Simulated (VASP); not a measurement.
Output of a VASP run:

File OSZICAR:
```
       N       E                     dE             d eps       ncg     rms          rms(c)
DAV:   1     0.327366735737E+03    0.32737E+03   -0.14638E+04  5728   0.142E+03
DAV:   2     0.154566073336E+02   -0.31191E+03   -0.30684E+03  5792   0.451E+02
DAV:   3    -0.190742839280E+02   -0.34531E+02   -0.34106E+02 10678   0.131E+02
DAV:   4    -0.209239794508E+02   -0.18497E+01   -0.18447E+01  6462   0.267E+01
DAV:   5    -0.210240530698E+02   -0.10007E+00   -0.10006E+00  8546   0.489E+00    0.138E+01
DAV:   6    -0.182770718567E+02    0.27470E+01   -0.87396E+00  6712   0.311E+01    0.546E+00
DAV:   7    -0.181387837140E+02    0.13829E+00   -0.14177E+00  8014   0.844E+00    0.287E+00
DAV:   8    -0.181378414032E+02    0.94231E-03   -0.13685E-01  8708   0.452E+00    0.710E-01
DAV:   9    -0.181340736811E+02    0.37677E-02   -0.27686E-02  6700   0.134E+00    0.152E-01
DAV:  10    -0.181340345515E+02    0.39130E-04   -0.27969E-03  8690   0.543E-01    0.102E-01
DAV:  11    -0.181340457499E+02   -0.11198E-04   -0.48057E-04  8128   0.221E-01    0.247E-02
DAV:  12    -0.181340431691E+02    0.25808E-05   -0.37224E-05  7500   0.549E-02    0.147E-02
DAV:  13    -0.181340435209E+02   -0.35171E-06   -0.72483E-06  6452   0.199E-02
   1 F= -.18134044E+02 E0= -.18102005E+02  d E =-.640765E-01
```

File OUTCAR:
```
------------------------ aborting loop because EDIFF is reached ----------------------------------------
  FORCE on cell =-STRESS in cart. coord.  units (eV):
  Direction    XX          YY          ZZ          XY          YZ          ZX
  --------------------------------------------------------------------------------------
  Total        1.6884885      1.6884885      1.6435189      0.0000000      0.0000000      0.0000000
  in kB       53.2703863     53.2703863     51.8516338      0.0000000      0.0000000      0.0000000
  external PRESSURE =      52.7974688 kB  Pullay stress =       0.0000000 kB
  volume of cell :       50.78
      direct lattice vectors                 reciprocal lattice vectors
    -1.389564000  1.389564000  6.575151000     0.000000000  0.359825096  0.076043881
     1.389564000 -1.389564000  6.575151000     0.359825096  0.000000000  0.076043881
     1.389564000  1.389564000 -6.575151000     0.359825096  0.359825096  0.000000000
 POSITION                                       TOTAL-FORCE (eV/Angst)
 -----------------------------------------------------------------------------------
      0.00000      0.00000      8.90788         0.000000      0.000000     -0.395945
      0.00000      0.00000      4.24242        -0.000000     -0.000000      0.395945
      0.00000      0.00000      0.00000        -0.000000     -0.000000      0.000000
 -----------------------------------------------------------------------------------
    total drift:                                0.000000      0.000000     -0.000000
  FREE ENERGIE OF THE ION-ELECTRON SYSTEM (eV)
  ---------------------------------------------------
  free  energy   TOTEN  =       -18.1340435209 eV

  energy  without entropy=      -18.0699669835  energy(sigma->0) =      -18.10200525
```
(Selected blocks of OUTCAR.)

### POSCAR
```
Ti2Cd
1
   -1.3895640000     1.3895640000     6.5751510000
    1.3895640000    -1.3895640000     6.5751510000
    1.3895640000     1.3895640000    -6.5751510000
Ti Cd
2 1
Direct
  0.6773900000   0.6773900000   0.0000000000
  0.3226100000   0.3226100000   0.0000000000
  0.0000000000   0.0000000000   0.0000000000
```

Q: Reconstruct the remaining input files.

A: Several could match; the one computed here: the input of the run itself, PBEsol GGA, plane waves, VASP's PBE PAW potentials (set 64).

**KPOINTS**
```
Regular mesh
0
G
  11 11 11
```

**INCAR**
```
# general
SYSTEM   =  Ti2Cd
PREC     =  Accurate
ENCUT    =  300
LREAL    =  .False.
LASPH    =  .True.

# electronic loop
EDIFF    =  1E-6
NELM     =  100
ALGO     =  Normal
LMAXMIX  =  4

# smearing
ISMEAR   =  -1
SIGMA    =  0.1

# functional
GGA      =  PS

# ions
ISIF     =  2

# output
LWAVE    =  .False.
LCHARG   =  .False.
```

POTCAR, in this order: Ti_sv Cd (PBE.64 set). Program: vasp_std.

At this cut-off the stress carries a Pulay error, which pulls relaxed volumes low.

The structure comes from a computed database's Ti2Cd entry; how it stands against other phases isn't given here. The cell was not relaxed at this level.
